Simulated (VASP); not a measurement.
# A VASP study of IrCl2 (BLYP + D3(BJ)): structure first, properties next, part 2 of 4

Wanted: the relaxed cell of IrCl2 and its properties. The cell is invented: other elements were put on sites of a known structure type. It may not be a known or stable phase.

VASP 6.6.1, plane waves and PAW; the level of theory is named at each step.

Still holding for the runs below: This run has no spin polarisation, although Ir can carry a moment. Its electron count is odd, so without a moment it is a metal by construction. The k-mesh is coarse for a metal.

So far. Step 2 (Rough relaxation of the start cell): It ends with a largest force of 0.021 eV/Å and a pressure of 0.21 GPa. The relaxed cell has a = 3.766, c = 4.777 Å (conventional setting).

## (3) Full relaxation (BLYP + D3(BJ))

Level of this step: BLYP with D3(BJ), no spin polarisation; plane waves and PAW (Ir, Cl); invented cell (VASP).

Properties are meant for the cell that this level of theory prefers, so cell and atoms are relaxed first (ISIF = 3) until forces and stress are small; EDIFFG sets the threshold.

Contents of INCAR:

```
SYSTEM = IrCl2
PREC = Accurate
ENCUT = 400
EDIFF = 1E-06
NELM = 100
ISMEAR = 0
SIGMA = 0.05
LREAL = .FALSE.
ALGO = Normal
GGA = B5
ALDAX = 1
AGGAX = 1
AGGAC = 1
ALDAC = 0
IVDW = 12
VDW_S6 = 1
VDW_S8 = 2.6996
VDW_A1 = 0.4298
VDW_A2 = 4.2359
NBANDS = 17
LORBIT = 11
LWAVE = .FALSE.
LCHARG = .FALSE.
IBRION = 2
NSW = 60
ISIF = 3
EDIFFG = -0.01
```

Contents of POSCAR:

```
IrCl2
1.0
    3.7658406741      0.0000000000      0.0000000000
   -1.8829203371      3.2613136822      0.0000000000
    0.0000000000      0.0000000000      4.7772290563
Ir Cl
1 2
Direct
    0.0000000000      0.0000000000      0.0000000000
    0.3333333300      0.6666666700      0.2498294262
    0.6666666700      0.3333333300      0.7501705738
```

Contents of KPOINTS:

```
Automatic mesh
0
Gamma
7 7 5
0 0 0
```

Potentials, in the order of the species: Ir and Cl (PBE family, release 64).

Launch:

```console
$ mpirun -np 1 vasp_std
```

Log:

```text
[banner, memory and clock lines left out]
running    1 mpi-ranks, on    1 nodes
 distrk:  each k-point on    1 cores,    1 groups
 distr:  one band on    1 cores,    1 groups

 POSCAR found type information on POSCAR IrCl
 POSCAR found :  2 types and       3 ions
 [... a notice as in an earlier step ...]

 LDA part: xc-table for (Slater(with rela. corr.)+VWN5), standard interpolation
 POSCAR, INCAR and KPOINTS ok, starting setup
 FFT: planning ... GRIDC
 FFT: planning ... GRID_SOFT
 FFT: planning ... GRID
 WAVECAR not read
 entering main loop
       N       E                     dE             d eps       ncg     rms          rms(c)
DAV:   1     0.162590489731E+03    0.16259E+03   -0.90150E+03  1120   0.963E+02
DAV:   2     0.161788399417E+01   -0.16097E+03   -0.15525E+03  1155   0.271E+02
DAV:   3    -0.102853862409E+02   -0.11903E+02   -0.11684E+02  1475   0.767E+01
DAV:   4    -0.105068846133E+02   -0.22150E+00   -0.22024E+00  1340   0.119E+01
DAV:   5    -0.105122510067E+02   -0.53664E-02   -0.53646E-02  1561   0.178E+00    0.155E+01
DAV:   6    -0.102270081491E+02    0.28524E+00   -0.13003E+00  1594   0.125E+01    0.977E+00
DAV:   7    -0.102242673487E+02    0.27408E-02   -0.27115E-01  1579   0.627E+00    0.418E+00
DAV:   8    -0.102184320257E+02    0.58353E-02   -0.41342E-02  1617   0.246E+00    0.381E-01
DAV:   9    -0.102186086690E+02   -0.17664E-03   -0.49499E-03  1521   0.547E-01    0.136E-01
DAV:  10    -0.102186129539E+02   -0.42849E-05   -0.37743E-04  1657   0.168E-01    0.815E-02
DAV:  11    -0.102186028526E+02    0.10101E-04   -0.36337E-05  1338   0.445E-02    0.333E-02
DAV:  12    -0.102186051932E+02   -0.23406E-05   -0.72124E-06  1335   0.219E-02    0.791E-03
DAV:  13    -0.102186052681E+02   -0.74930E-07   -0.90387E-07   801   0.107E-02
   1 F= -.12315184E+02 E0= -.12311581E+02  d E =-.123152E+02
 curvature:   0.00 expect dE= 0.000E+00 dE for cont linesearch  0.000E+00
 trial: gam= 0.00000 g(F)=  0.519E-05 g(S)=  0.138E-02 ort = 0.000E+00 (trialstep = 0.100E+01)
 search vector abs. value=  0.139E-02
 bond charge predicted
       N       E                     dE             d eps       ncg     rms          rms(c)
DAV:   1    -0.102380533720E+02   -0.19448E-01   -0.18827E-01  1116   0.386E+00    0.503E-01
DAV:   2    -0.102338112285E+02    0.42421E-02   -0.90618E-03  1263   0.808E-01    0.249E-01
DAV:   3    -0.102329617716E+02    0.84946E-03   -0.26888E-03  1144   0.344E-01    0.108E-01
DAV:   4    -0.102329450407E+02    0.16731E-04   -0.13501E-04  1468   0.129E-01    0.676E-02
DAV:   5    -0.102329394285E+02    0.56122E-05   -0.20511E-05  1269   0.418E-02    0.165E-02
DAV:   6    -0.102329383691E+02    0.10595E-05   -0.32545E-06  1375   0.137E-02    0.472E-03
DAV:   7    -0.102329383880E+02   -0.18986E-07   -0.14842E-07   617   0.333E-03
   2 F= -.12315661E+02 E0= -.12312219E+02  d E =-.476889E-03
[... from here on, the cycles between the ionic steps are left out ...]
   3 F= -.12315711E+02 E0= -.12312227E+02  d E =-.526732E-03
   4 F= -.12316179E+02 E0= -.12312864E+02  d E =-.468216E-03
   5 F= -.12317162E+02 E0= -.12314390E+02  d E =-.145114E-02
   6 F= -.12315863E+02 E0= -.12313770E+02  d E =-.152015E-03
   7 F= -.12317314E+02 E0= -.12314746E+02  d E =-.160345E-02
   8 F= -.12317323E+02 E0= -.12314828E+02  d E =-.161258E-02
   9 F= -.12317324E+02 E0= -.12314811E+02  d E =-.161337E-02
  10 F= -.12317286E+02 E0= -.12314734E+02  d E =0.383515E-04
  11 F= -.12317341E+02 E0= -.12314815E+02  d E =-.171576E-04
  12 F= -.12317341E+02 E0= -.12314814E+02  d E =-.171313E-04
  13 F= -.12317326E+02 E0= -.12314786E+02  d E =-.180230E-05
  14 F= -.12317341E+02 E0= -.12314812E+02  d E =-.170445E-04
  15 F= -.12317341E+02 E0= -.12314813E+02  d E =-.173154E-04
  16 F= -.12317341E+02 E0= -.12314814E+02  d E =-.173518E-04
  17 F= -.12317334E+02 E0= -.12314819E+02  d E =0.695549E-05
 trial-energy change:    0.000007  1 .order    0.000003   -0.000034    0.000039
 step:   0.6101(harm=  0.7455)  dis= 0.00032  next Energy=   -12.317348 (dE=-0.624E-05)
 bond charge predicted
       N       E                     dE             d eps       ncg     rms          rms(c)
DAV:   1    -0.102297952550E+02    0.95578E-03   -0.23934E-03  1093   0.380E-01    0.442E-02
DAV:   2    -0.102297815004E+02    0.13755E-04   -0.13997E-04  1412   0.969E-02    0.279E-02
DAV:   3    -0.102297756666E+02    0.58338E-05   -0.12967E-05  1191   0.275E-02    0.113E-02
DAV:   4    -0.102297757929E+02   -0.12635E-06   -0.14507E-06   651   0.126E-02
  18 F= -.12317346E+02 E0= -.12314823E+02  d E =-.495533E-05
 curvature:  -0.36 expect dE=-0.334E-05 dE for cont linesearch -0.326E-08
 trial: gam= 0.41170 g(F)=  0.155E-05 g(S)=  0.763E-05 ort = 0.437E-06 (trialstep = 0.141E+01)
 search vector abs. value=  0.131E-04
 reached required accuracy - stopping structural energy minimisation
```

Run time: 6.1 min. Hardware: 1 MPI rank of AMD EPYC 7R43, shared host; peak memory 0.16 GiB.

From OUTCAR (step 3):

```text
  LATTYP: Found a hexagonal cell.
 ALAT       =     3.7658406741
 C/A-ratio  =     1.2685690845

The static configuration has the point symmetry D_3d.

 Found     32 irreducible k-points:

   k-points           NKPTS =     32   k-points in BZ     NKDIM =     32   number of bands    NBANDS=     17

   dimension x,y,z NGX =    28 NGY =   28 NGZ =   32
   dimension x,y,z NGXF=    56 NGYF=   56 NGZF=   64

   ENCUT  =  400.0 eV  29.40 Ry    5.42 a.u.   6.14  6.14  7.79*2*pi/ulx,y,z

   NELECT =      23.0000    total number of electrons

 Edisp (eV)   -2.08658

 E-fermi :   6.3004

 k-point     1 :       0.0000    0.0000    0.0000
  band No.  band energies     occupation
    ...
      7       1.8875      2.00000
      8       2.9991      2.00000
      9       3.7302      2.00000
     10       3.7302      2.00000
     11       4.7063      2.00000
     12       6.6199      0.00000
     13       6.6199      0.00000
     14       8.2823      0.00000
     15       9.8158      0.00000
     16      13.3755      0.00000
    ...

 k-point     2 :       0.1429   -0.0000    0.0000
  band No.  band energies     occupation
    ...
      7       1.5424      2.00000
      8       2.6877      2.00000
      9       3.8900      2.00000
     10       4.0133      2.00000
     11       4.8092      2.00000
     12       6.5183      0.00000
     13       6.5808      0.00000
     14       8.9355      0.00000
     15      10.6233      0.00000
     16      12.7467      0.00000
    ...

 Edisp (eV)   -2.08757

  Total      -0.00878    -0.00878    -0.01789     0.00000     0.00000    -0.00000
  in kB      -0.23881    -0.23881    -0.48631     0.00000     0.00000    -0.00000
  external pressure =       -0.32 kB  Pullay stress =        0.00 kB

  energy-cutoff  :      400.00
  volume of cell :       58.93
      direct lattice vectors                 reciprocal lattice vectors
     3.798567987 -0.000000000 -0.000000000     0.263257102  0.151991559  0.000000000
    -1.899283994  3.289656367  0.000000000     0.000000000  0.303983118  0.000000000
    -0.000000000 -0.000000000  4.716092239     0.000000000  0.000000000  0.212039958

 POSITION                                       TOTAL-FORCE (eV/Angst)
 -----------------------------------------------------------------------------------
      0.00000      0.00000     -0.00000         0.000000     -0.000000      0.000000
     -0.00000      2.19310      1.16823        -0.000000     -0.000000      0.004013
      1.89928      1.09655      3.54786         0.000000      0.000000     -0.004013
 -----------------------------------------------------------------------------------
    total drift:                               -0.000000      0.000000      0.000000

  FREE ENERGIE OF THE ION-ELECTRON SYSTEM (eV)
  ---------------------------------------------------
  free  energy   TOTEN  =       -12.3173462297 eV

  energy  without entropy=      -12.3123004489  energy(sigma->0) =      -12.31482334

 total charge
# of ion       s       p       d       tot
------------------------------------------
    1        0.460   0.389   7.140   7.989
    2        1.633   3.426   0.000   5.059
    3        1.633   3.426   0.000   5.059
--------------------------------------------------
tot          3.726   7.241   7.140  18.108

[... 2 parts as in an earlier step ...]

[... 7 further parts left out ...]
```

Relaxation path:

```
step  energy less that of the first step (eV)  largest force (eV/Å)  pressure (GPa)  volume (Å³)
   1                                   0.0000                0.0073            0.36        58.67
   2                                  -0.0005                0.0603           -0.29        59.05
   3                                  -0.0005                0.0450           -0.12        58.96
   4                                  -0.0010                0.0376           -0.12        58.96
   5                                  -0.0020                0.0125           -0.09        58.98
   6                                  -0.0007                0.0660           -0.12        58.99
   7                                  -0.0021                0.0024           -0.09        58.98
   8                                  -0.0021                0.0050           -0.09        58.98
   9                                  -0.0021                0.0027           -0.09        58.98
  10                                  -0.0021                0.0229            0.17        58.81
  11                                  -0.0022                0.0101            0.00        58.92
  12                                  -0.0022                0.0104           -0.01        58.92
  13                                  -0.0021                0.0167            0.09        58.86
  14                                  -0.0022                0.0117            0.03        58.91
  15                                  -0.0022                0.0114            0.04        58.91
  16                                  -0.0022                0.0109            0.03        58.91
  17                                  -0.0022                0.0042           -0.11        58.96
  18                                  -0.0022                0.0040           -0.03        58.93
```

```
conventional cell, symmetrised  before  after  change
                         a (Å)   3.766  3.799  +0.9 %
                         b (Å)   3.766  3.799  +0.9 %
                         c (Å)   4.777  4.716  -1.3 %
              volume (Å³/atom)   19.56  19.64  +0.4 %
```

The relaxed structure:

```cif
data_structure
_symmetry_space_group_name_H-M 'P 1'
_symmetry_Int_Tables_number 1
_cell_length_a 3.7986
_cell_length_b 3.7986
_cell_length_c 4.7161
_cell_angle_alpha 90.000
_cell_angle_beta 90.000
_cell_angle_gamma 120.000
_cell_volume 58.93
loop_
_atom_site_label
_atom_site_type_symbol
_atom_site_fract_x
_atom_site_fract_y
_atom_site_fract_z
_atom_site_occupancy
Ir1 Ir 0.00000 0.00000 0.00000 1
Cl2 Cl 0.33333 0.66667 0.24771 1
Cl3 Cl 0.66667 0.33333 0.75229 1
```

This step gave:

| Quantity | Value |
| --- | --- |
| irreducible k-points | 32 |
| energy at zero smearing | -12.31 eV |
| Fermi energy | 6.300 eV |
| pressure | -0.03213 GPa |
| SCF cycles over all ionic steps | 96 |

It ends with a largest force of 0.004 eV/Å and a pressure of -0.03 GPa.

## (4) Density, ELF and potential (BLYP + D3(BJ))

The relaxed cell gets a fresh self-consistent run, on a basis set for its own volume, to fix the density and to check the remaining stress.

INCAR: that of step 3 with these lines changed.

```diff
@@ -22,6 +22,5 @@
 LWAVE = .FALSE.
-LCHARG = .FALSE.
-IBRION = 2
-NSW = 60
-ISIF = 3
-EDIFFG = -0.01
+LCHARG = .TRUE.
+ISIF = 2
+LELF = .TRUE.
+LVHAR = .TRUE.
```

Contents of POSCAR:

```
IrCl2
1.0
    3.7985679874      0.0000000000      0.0000000000
   -1.8992839937      3.2896563667      0.0000000000
    0.0000000000      0.0000000000      4.7160922390
Ir Cl
1 2
Direct
    0.0000000000      0.0000000000      0.0000000000
    0.3333333300      0.6666666700      0.2477115037
    0.6666666700      0.3333333300      0.7522884963
```

KPOINTS is that of step 3.

Launch:

```console
$ mpirun -np 1 vasp_std
```

Log:

```text
[... set-up lines as in an earlier step ...]
 entering main loop
       N       E                     dE             d eps       ncg     rms          rms(c)
DAV:   1     0.160710112986E+03    0.16071E+03   -0.89359E+03  1112   0.957E+02
DAV:   2     0.169664893030E+01   -0.15901E+03   -0.15296E+03  1195   0.268E+02
DAV:   3    -0.103024749691E+02   -0.11999E+02   -0.11763E+02  1439   0.766E+01
DAV:   4    -0.105255905311E+02   -0.22312E+00   -0.22246E+00  1419   0.118E+01
DAV:   5    -0.105308466480E+02   -0.52561E-02   -0.52544E-02  1475   0.169E+00    0.156E+01
DAV:   6    -0.102365397534E+02    0.29431E+00   -0.12991E+00  1569   0.125E+01    0.950E+00
DAV:   7    -0.102349250661E+02    0.16147E-02   -0.25312E-01  1587   0.605E+00    0.415E+00
DAV:   8    -0.102300024962E+02    0.49226E-02   -0.39158E-02  1595   0.237E+00    0.361E-01
DAV:   9    -0.102301629901E+02   -0.16049E-03   -0.44737E-03  1531   0.516E-01    0.138E-01
DAV:  10    -0.102301628596E+02    0.13047E-06   -0.38238E-04  1634   0.163E-01    0.785E-02
DAV:  11    -0.102301533416E+02    0.95181E-05   -0.33987E-05  1385   0.436E-02    0.329E-02
DAV:  12    -0.102301549877E+02   -0.16462E-05   -0.67487E-06  1296   0.202E-02    0.902E-03
DAV:  13    -0.102301550528E+02   -0.65072E-07   -0.81297E-07   817   0.102E-02
   1 F= -.12317725E+02 E0= -.12315203E+02  d E =-.504537E-02
```

Wall time 52 s (1 MPI rank); peak memory 0.15 GiB.

OUTCAR, selected parts (step 4):

```text
  LATTYP: Found a hexagonal cell.
 ALAT       =     3.7985679874
 C/A-ratio  =     1.2415447755

The static configuration has the point symmetry D_3d.

 Found     32 irreducible k-points:

   ENCUT  =  400.0 eV  29.40 Ry    5.42 a.u.   6.19  6.19  7.69*2*pi/ulx,y,z

   NELECT =      23.0000    total number of electrons

 E-fermi :   6.3005

 k-point     1 :       0.0000    0.0000    0.0000
  band No.  band energies     occupation
    ...
      7       1.8874      2.00000
      8       2.9990      2.00000
      9       3.7303      2.00000
     10       3.7303      2.00000
     11       4.7062      2.00000
     12       6.6199      0.00000
     13       6.6199      0.00000
     14       8.2823      0.00000
     15       9.8157      0.00000
     16      13.3755      0.00000
    ...

 k-point     2 :       0.1429   -0.0000    0.0000
  band No.  band energies     occupation
    ...
      7       1.5424      2.00000
      8       2.6876      2.00000
      9       3.8901      2.00000
     10       4.0134      2.00000
     11       4.8092      2.00000
     12       6.5183      0.00000
     13       6.5809      0.00000
     14       8.9356      0.00000
     15      10.6232      0.00000
     16      12.7466      0.00000
    ...

 Edisp (eV)   -2.08757

  Total      -0.01061    -0.01061    -0.02287     0.00000     0.00000     0.00000
  in kB      -0.28838    -0.28838    -0.62182     0.00000     0.00000     0.00000
  external pressure =       -0.40 kB  Pullay stress =        0.00 kB

  energy-cutoff  :      400.00
  volume of cell :       58.93
      direct lattice vectors                 reciprocal lattice vectors
     3.798567987  0.000000000  0.000000000     0.263257102  0.151991559  0.000000000
    -1.899283994  3.289656367  0.000000000     0.000000000  0.303983118  0.000000000
     0.000000000  0.000000000  4.716092239     0.000000000  0.000000000  0.212039958

 POSITION                                       TOTAL-FORCE (eV/Angst)
 -----------------------------------------------------------------------------------
      0.00000      0.00000      0.00000         0.000000      0.000000     -0.000000
     -0.00000      2.19310      1.16823         0.000000     -0.000000      0.005492
      1.89928      1.09655      3.54786        -0.000000      0.000000     -0.005492
 -----------------------------------------------------------------------------------
    total drift:                                0.000000      0.000000     -0.000000

  FREE ENERGIE OF THE ION-ELECTRON SYSTEM (eV)
  ---------------------------------------------------
  free  energy   TOTEN  =       -12.3177254895 eV

  energy  without entropy=      -12.3126801210  energy(sigma->0) =      -12.31520281

[... 4 parts as in an earlier step ...]

[... 7 further parts left out ...]
```

This step gave:

| Property | Result |
| --- | --- |
| SCF cycles | 13 |
| energy at zero smearing | -12.32 eV |
| Fermi energy | 6.301 eV |
| pressure | -0.03995 GPa |

Valence electrons inside each PAW sphere by angular momentum. Sphere charges, by row:

```
atom  s (e)  p (e)  d (e)  tot (e)
 Ir1   0.46  0.389   7.14    7.989
 Cl2  1.633  3.426      0    5.059
 Cl3  1.633  3.426      0    5.059
```

ELF in the ac plane at fractional y = 0.000, with atoms of Ir within 0.2 Å of it. It is the smooth field of the valence electrons, not physical close to the nuclei.

Ten even steps from '_' (0.00) to '@' (0.62), each cell a mean:
```
____..====::::..::--==--____
....::------======------::..
**++==----++##%%##++--====++
%%**==--==##@@@@%%**==--++##
**++----==##@@@@@@**==::--++
--::..::--**%%%%##++--..::--
....__....--==++==--..____..
____________......__________
____________________________
________..::------::..______
::::....--++######++::....::
++==--::==##@@@@%%**--::--==
##**==--==##@@@@@@**==--++##
##**==--==**%%%%##++----++**
::::------==++++++==----::::
____..==--::::::::--==--..__
..__..====::......--==--____
```
Columns run along a (3.8 Å), rows up along c (4.7 Å). Atoms in or near the plane, at fractional coordinates: Ir at (0.00, 0.00).

Valence density in the ac plane at fractional y = 0.000, with atoms of Ir within 0.2 Å of it. It is the smooth field of the valence electrons, not physical close to the nuclei.

Ten even steps from '0' (0.0 e/Å³) to '9' (2.7 e/Å³), each cell a mean:
```
97531000001357
75421000001246
43210000001124
21100011100011
00000001000000
00000000000000
00000000000000
00000000000000
00000000000000
00000000000000
00000000000000
00000000000000
11000011100011
33210011000123
65311000001245
87521000001357
98631000001468
```
Columns run along a (3.8 Å), rows up along c (4.7 Å). Atoms in or near the plane, at fractional coordinates: Ir at (0.00, 0.00).

Electrostatic potential energy in the ac plane at fractional y = 0.000, with atoms of Ir within 0.2 Å of it. With pseudopotentials it is smooth inside the atoms' cores, unlike the true potential.

Ten even steps from '0' (-47 eV) to '9' (3 eV), each cell a mean:
```
00258999987410
11368999998531
45688999998765
78899988899888
99999998999999
99999999999999
99999999999999
99999999999999
99999999999999
99999999999999
99999999999999
99999999999999
88899988999988
56789998998876
22478999998642
00258999987410
00157999987400
```
Columns run along a (3.8 Å; values clipped at the 3rd and 97th percentile), rows up along c (4.7 Å). Atoms in or near the plane, at fractional coordinates: Ir at (0.00, 0.00).

In this run the pressure is -0.04 GPa, small enough to go on; single stress components reach 0.06 GPa.

[end of part 2 of 4]

[Lines on the potential files, build, host, timing and source positions are cut from VASP's logs without a mark.]

[Logs are printed without paths, hosts, clocks, repeated set-up lines and the standing remarks that a program may print on its own settings, such as how far it seeks lower states.]

[Hosts, paths, dates, database ids (printed as entryN), source tags and the programs' standing remarks are cut or masked in the printed files.]

[A measured line is paired with the nearest computed mode of its activity, which favours agreement.]

[In band tables of VASP the shares of atoms and orbitals are scaled to a sum of 1 inside the atoms' spheres.]
